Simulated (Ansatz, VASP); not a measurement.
# CrAgO2: VASP beside Ansatz, part 2 of 2

One calculation is typed for both programs; each brings its own data sets and cutoff. How far apart do they land?

VASP 6.6.1 and Ansatz 0.2.0.

So far: Starting point; Ansatz: relaxation of cell and atoms, PBEsol.

## Step 3: VASP: relaxation of cell and atoms, PBEsol

Level of this step: PBEsol, spin-polarised from a ferromagnetic start (one magnetic atom a cell); plane waves and PAW (Cr_pv, Ag, O) (VASP).

The same cell, functional, mesh and smearing now go to VASP, with its own data sets and cutoff.

Lines of VASP's logs that name or quote its potential files are left out, and so is its time.

File INCAR:

```
SYSTEM = CrAgO2
PREC = Accurate
ENCUT = 560
EDIFF = 1E-06
NELM = 100
ISMEAR = -1
SIGMA = 0.05
LREAL = .FALSE.
ALGO = Normal
GGA = PS
NBANDS = 27
ISPIN = 2
MAGMOM = 3 0 0 0
LASPH = .TRUE.
LMAXMIX = 4
LORBIT = 11
LWAVE = .FALSE.
LCHARG = .FALSE.
KPAR = 2
IBRION = 2
NSW = 60
ISIF = 3
EDIFFG = -0.01
```

File POSCAR:

```
CrAgO2
1.0
    1.4925000000      0.8616952768      6.1700000000
   -1.4925000000      0.8616952768      6.1700000000
    0.0000000000     -1.7233905535      6.1700000000
Cr Ag O
1 1 2
Direct
    0.5000000000      0.5000000000      0.5000000000
    0.0000000000      0.0000000000      0.0000000000
    0.1119000000      0.1119000000      0.1119000000
    0.8881000000      0.8881000000      0.8881000000
```

File KPOINTS:

```
Automatic mesh
0
Gamma
10 10 10
0 0 0
```

PAW data sets: Cr_pv, Ag and O (PBE family, release 64).

On the command line:

```
mpirun -np 2 vasp_std
```

Numbers of over 12 decimals in the logs are rounded to 6 here.

Output:

```text
[banner, memory and clock lines left out]
running    2 mpi-ranks, on    1 nodes
 distrk:  each k-point on    1 cores,    2 groups
 distr:  one band on    1 cores,    1 groups

 POSCAR found type information on POSCAR CrAgO
 POSCAR found :  3 types and       4 ions
|                                                                             |
|               ----> ADVICE to this user running VASP <----                  |
|                                                                             |
|     You enforced a specific xc type in the INCAR file but a different       |
|     [... a line on the potential file left out ...]
|     I HOPE YOU KNOW WHAT YOU ARE DOING!                                     |
|                                                                             |

 LDA part: xc-table for (Slater+PW92), standard interpolation
 POSCAR, INCAR and KPOINTS ok, starting setup
 FFT: planning ... GRIDC
 FFT: planning ... GRID_SOFT
 FFT: planning ... GRID
 WAVECAR not read
 entering main loop
       N       E                     dE             d eps       ncg     rms          rms(c)
DAV:   1     0.348119885804E+03    0.34812E+03   -0.19842E+04 12600   0.146E+03
DAV:   2    -0.115368223308E+02   -0.35966E+03   -0.34002E+03 13248   0.399E+02
DAV:   3    -0.342888089948E+02   -0.22752E+02   -0.22418E+02 14688   0.109E+02
DAV:   4    -0.345634444083E+02   -0.27464E+00   -0.27383E+00 14186   0.122E+01
DAV:   5    -0.345679552382E+02   -0.45108E-02   -0.44819E-02 15153   0.158E+00    0.255E+01
DAV:   6    -0.328306055499E+02    0.17373E+01   -0.42724E+01 16423   0.573E+01    0.240E+01
DAV:   7    -0.296469743778E+02    0.31836E+01   -0.23298E+01 14365   0.690E+01    0.142E+01
DAV:   8    -0.293036364058E+02    0.34334E+00   -0.24964E+00 13496   0.132E+01    0.700E+00
DAV:   9    -0.292371975703E+02    0.66439E-01   -0.45089E-01 14018   0.577E+00    0.365E+00
DAV:  10    -0.292933852168E+02   -0.56188E-01   -0.68381E-02 13618   0.189E+00    0.136E+00
DAV:  11    -0.293011611549E+02   -0.77759E-02   -0.15057E-02 13648   0.968E-01    0.565E-01
DAV:  12    -0.293016978581E+02   -0.53670E-03   -0.15489E-03 14191   0.333E-01    0.208E-01
DAV:  13    -0.293016563560E+02    0.41502E-04   -0.22922E-04 13585   0.151E-01    0.102E-01
DAV:  14    -0.293016653356E+02   -0.89796E-05   -0.73791E-05 13508   0.770E-02    0.493E-02
DAV:  15    -0.293016697482E+02   -0.44127E-05   -0.69274E-06 14732   0.230E-02    0.234E-02
DAV:  16    -0.293016707378E+02   -0.98958E-06   -0.31254E-06 14274   0.186E-02
   1 F= -.29301671E+02 E0= -.29301647E+02  d E =-.293017E+02  mag=     3.0000
[... from here on, the cycles between the ionic steps are left out ...]
   2 F= -.29311328E+02 E0= -.29311189E+02  d E =-.965745E-02  mag=     2.9989
   3 F= -.29322876E+02 E0= -.29322811E+02  d E =-.212056E-01  mag=     2.9996
   4 F= -.29324335E+02 E0= -.29324223E+02  d E =-.145902E-02  mag=     2.9992
   5 F= -.29324346E+02 E0= -.29324239E+02  d E =-.146974E-02  mag=     2.9993
   6 F= -.29324346E+02 E0= -.29324238E+02  d E =-.146991E-02  mag=     2.9992
   7 F= -.29324345E+02 E0= -.29324236E+02  d E =-.146877E-02  mag=     2.9992
   8 F= -.29324426E+02 E0= -.29324325E+02  d E =-.804943E-04  mag=     2.9993
 trial-energy change:   -0.000080  1 .order   -0.000080   -0.000108   -0.000051
 step:   1.7103(harm=  1.7103)  dis= 0.00120  next Energy=   -29.324447 (dE=-0.102E-03)
 bond charge predicted
       N       E                     dE             d eps       ncg     rms          rms(c)
DAV:   1    -0.293246951529E+02   -0.26944E-03   -0.12352E-02 12903   0.812E-01    0.151E-01
DAV:   2    -0.293244835447E+02    0.21161E-03   -0.35921E-04 13611   0.186E-01    0.879E-02
DAV:   3    -0.293244580231E+02    0.25522E-04   -0.11311E-04 13388   0.918E-02    0.344E-02
DAV:   4    -0.293244478589E+02    0.10164E-04   -0.20927E-05 14018   0.430E-02    0.312E-02
DAV:   5    -0.293244459652E+02    0.18937E-05   -0.30825E-06 11891   0.203E-02    0.197E-02
DAV:   6    -0.293244447657E+02    0.11995E-05   -0.24997E-06  9898   0.113E-02    0.523E-03
DAV:   7    -0.293244446580E+02    0.10769E-06   -0.41092E-07  6354   0.793E-03
   9 F= -.29324445E+02 E0= -.29324351E+02  d E =-.995746E-04  mag=     2.9994
 curvature:  -0.90 expect dE=-0.244E-05 dE for cont linesearch -0.185E-06
 trial: gam= 0.03030 g(F)=  0.894E-06 g(S)=  0.183E-05 ort =-0.509E-05 (trialstep = 0.107E+01)
 search vector abs. value=  0.253E-05
 reached required accuracy - stopping structural energy minimisation
```

Parts of OUTCAR (step 3):

```text
ion  position               nearest neighbor table
   1  0.500  0.500  0.500-   3 2.00   3 2.00   4 2.00   4 2.00   3 2.00   4 2.00
   2  0.000  0.000  0.000-   3 2.07   4 2.07
   3  0.112  0.112  0.112-   1 2.00   1 2.00   1 2.00   2 2.07
   4  0.888  0.888  0.888-   1 2.00   1 2.00   1 2.00   2 2.07

  LATTYP: Found a trigonal (rhomboedric) cell.
 ALAT       =     6.4061669507
 COS(alpha) =     0.8914419159

 Subroutine GETGRP returns: Found 12 space group operations
 (whereof 12 operations were pure point group operations)

The static configuration has the point symmetry D_3d.

 Found    116 irreducible k-points:

   k-points           NKPTS =    116   k-points in BZ     NKDIM =    116   number of bands    NBANDS=     27

   dimension x,y,z NGX =    50 NGY =   50 NGZ =   50
   dimension x,y,z NGXF=   100 NGYF=  100 NGZF=  100

   ENCUT  =  560.0 eV  41.16 Ry    6.42 a.u.  12.36 12.36 12.36*2*pi/ulx,y,z

   NELECT =      35.0000    total number of electrons

 k-points in reciprocal lattice and weights: Automatic mesh
   0.00000000  0.00000000  0.00000000       0.001
   0.10000000  0.00000000  0.00000000       0.006
   0.20000000  0.00000000  0.00000000       0.006
   0.30000000  0.00000000  0.00000000       0.006
   0.40000000  0.00000000  0.00000000       0.006
   0.50000000  0.00000000  0.00000000       0.003
   0.10000000  0.10000000  0.00000000       0.006
   0.20000000  0.10000000  0.00000000       0.012
   0.30000000  0.10000000  0.00000000       0.012
[...]
-0.40000000  0.50000000  0.40000000       0.006
   0.50000000  0.50000000  0.50000000       0.001

 average (electrostatic) potential at core
       1 -69.4511       2 -72.0938       3 -69.1431       4 -69.1431

 E-fermi :   7.1717

 spin component 1
 k-point     1 :       0.0000    0.0000    0.0000
  band No.  band energies     occupation
    ...
     15       4.1272      1.00000
     16       4.1272      1.00000
     17       5.7008      1.00000
     18       5.7008      1.00000
     19       5.8504      1.00000
     20       8.1972      0.00000
     21       9.8400      0.00000
     22       9.8400      0.00000
     23      12.2423      0.00000
     24      12.2985      0.00000
    ...

 k-point     2 :       0.1000    0.0000    0.0000
  band No.  band energies     occupation
    ...
     15       3.5915      1.00000
     16       3.8860      1.00000
     17       5.8565      1.00000
     18       5.9137      1.00000
     19       5.9512      1.00000
     20       8.3253      0.00000
     21       9.5238      0.00000
     22       9.7776      0.00000
     23      12.2985      0.00000
     24      12.7096      0.00000
    ...

 k-point     3 :       0.2000    0.0000    0.0000
  band No.  band energies     occupation
    ...
     15       3.6556      1.00000
     16       3.6585      1.00000
     17       5.9802      1.00000
     18       6.1324      1.00000
     19       6.3318      1.00000
     20       8.4588      0.00000
     21       9.1311      0.00000
     22       9.6529      0.00000
     23      12.2985      0.00000
     24      13.6876      0.00000
    ...

 k-point     4 :       0.3000    0.0000    0.0000
  band No.  band energies     occupation
    ...
     15       3.7124      1.00000
     16       3.9132      1.00000
     17       6.0039      1.00000
     18       6.4259      1.00000
     19       6.5061      1.00000
     20       8.4625      0.00000
     21       9.0913      0.00000
     22       9.5851      0.00000
     23      12.2985      0.00000
     24      14.8251      0.00000
    ...

 k-point     5 :       0.4000    0.0000    0.0000
  band No.  band energies     occupation
    ...
     15       3.8715      1.00000
     16       4.7057      1.00000
     17       5.9352      1.00000
     18       6.4608      1.00000
     19       6.6081      0.99999
     20       8.6251      0.00000
     21       9.2356      0.00000
     22       9.6012      0.00000
     23      12.2985      0.00000
     24      13.7014      0.00000
    ...

 k-point     6 :       0.5000    0.0000    0.0000
  band No.  band energies     occupation
    ...
     15       3.9610      1.00000
     16       5.5281      1.00000
     17       5.6391      1.00000
     18       6.3997      1.00000
     19       6.6019      0.99999
     20       8.8699      0.00000
     21       9.3422      0.00000
     22       9.6220      0.00000
     23      12.2985      0.00000
     24      12.5418      0.00000
    ...

  Total       -0.0061420     -0.0061420     -0.0087138     -0.0000000     -0.0000000     -0.0000000
  in kB       -0.2098065     -0.2098065     -0.2976577     -0.0000000     -0.0000000     -0.0000000
  external PRESSURE =      -0.2390902 kB  Pullay stress =       0.0000000 kB

  energy-cutoff  :      560.00
  volume of cell :       46.90
      direct lattice vectors                 reciprocal lattice vectors
     1.484123350  0.856859016  6.147104499     0.336899221  0.194508856  0.054226072
    -1.484123350  0.856859016  6.147104499    -0.336899221  0.194508856  0.054226072
     0.000000000 -1.713718031  6.147104499     0.000000000 -0.389017711  0.054226072

 POSITION                                       TOTAL-FORCE (eV/Angst)
 -----------------------------------------------------------------------------------
      0.00000      0.00000      9.22066        -0.000000      0.000000     -0.000000
      0.00000      0.00000      0.00000         0.000000      0.000000     -0.000000
      0.00000      0.00000      2.08810        -0.000000     -0.000000     -0.003044
      0.00000      0.00000     16.35321         0.000000      0.000000      0.003044
 -----------------------------------------------------------------------------------
    total drift:                               -0.000000     -0.000000      0.000000

  FREE ENERGIE OF THE ION-ELECTRON SYSTEM (eV)
  ---------------------------------------------------
  free  energy   TOTEN  =       -29.3244446580 eV

  energy  without entropy=      -29.3242576631  energy(sigma->0) =      -29.32435116

 reached required accuracy - stopping structural energy minimisation

 total charge
# of ion       s       p       d       tot
------------------------------------------
    1        0.303   6.368   4.121  10.792
    2        0.398   0.272   9.172   9.842
    3        1.550   3.459   0.000   5.008
    4        1.550   3.459   0.000   5.008
--------------------------------------------------
tot          3.800  13.557  13.293  30.650

 magnetization (x)
# of ion       s       p       d       tot
------------------------------------------
    1        0.026   0.028   2.739   2.793
    2        0.028   0.014   0.013   0.055
    3       -0.001  -0.005   0.000  -0.005
    4       -0.001  -0.005   0.000  -0.005
--------------------------------------------------
tot          0.053   0.032   2.752   2.837

[... 6 further parts left out ...]
```

CONTCAR:

```
CrAgO2
   1.00000000000000
     1.4841233500560256    0.8568590156996077    6.1471044989683161
    -1.4841233500560256    0.8568590156996077    6.1471044989683161
     0.0000000000000000   -1.7137180313001512    6.1471044989683685
  Cr              Ag              O
     1     1     2
Direct
     0.5000000000000000    0.5000000000000000    0.5000000000000000
     0.0000000000000000    0.0000000000000000    0.0000000000000000
     0.1132294157792116    0.1132294157792116    0.1132294157792121
     0.8867705842207884    0.8867705842207884    0.8867705842207878
```

The cell holds one magnetic atom, so no antiferromagnetic order fits into it.

## Step 4: Side by side

Known differences besides the potentials themselves: both relaxations stop at a tolerance, which leaves soft axes loose, and VASP keeps its plane-wave basis; the data sets hold 45 valence electrons in Ansatz (default PAW (the set named soft_2) files) and 35 in VASP; the cutoff is 420 eV in Ansatz and 560 eV in VASP; Ansatz makes its cores anew for this functional, VASP keeps those of its PBE data sets; Ansatz adds a Pulay correction to the stress that steers its cell, VASP none; site moments are counted in spheres of each program's own size. Total energies have different zeros and are not compared.

The two programs side by side:

```csv
quantity,Ansatz,VASP,difference
volume (Å³),46.88,46.90,-0.06 %
"edge a after relaxation, in the typed setting (Å)",6.386,6.381,+0.07 %
total moment (μB),3.00,3.00,0.00
moment on Cr1 (μB),2.35,2.79,-0.44
moment on Ag2 (μB),0.02,0.06,-0.03
```

The walks stopped with 0.00 GPa left in Ansatz and -0.02 GPa in VASP; each walk ends within a tolerance, so the volume difference is uncertain by about these residues over the bulk modulus, most in soft cells.

## Step 5: Results

| Property | Result |
| --- | --- |
| difference in edge a after relaxation, in the typed setting (relaxation of cell and atoms, PBEsol) | 0.069 % |

What this shows: The difference in edge a after relaxation, in the typed setting is 0.069 % (relaxation of cell and atoms, PBEsol), within the 1.2 % picked in this series as the mark of a large difference, as far as the stopping tolerances let one tell. How closely two codes agree says nothing of how well the functional describes the real material.

[Lines on the potential files, build, host, timing and source positions are cut from VASP's logs without a mark.]

[Logs are printed without paths, hosts, clocks, repeated set-up lines and the standing remarks that a program may print on its own settings, such as how far it seeks lower states.]

[Hosts, paths, dates, database ids (printed as entryN), source tags and the programs' standing remarks are cut or masked in the printed files.]
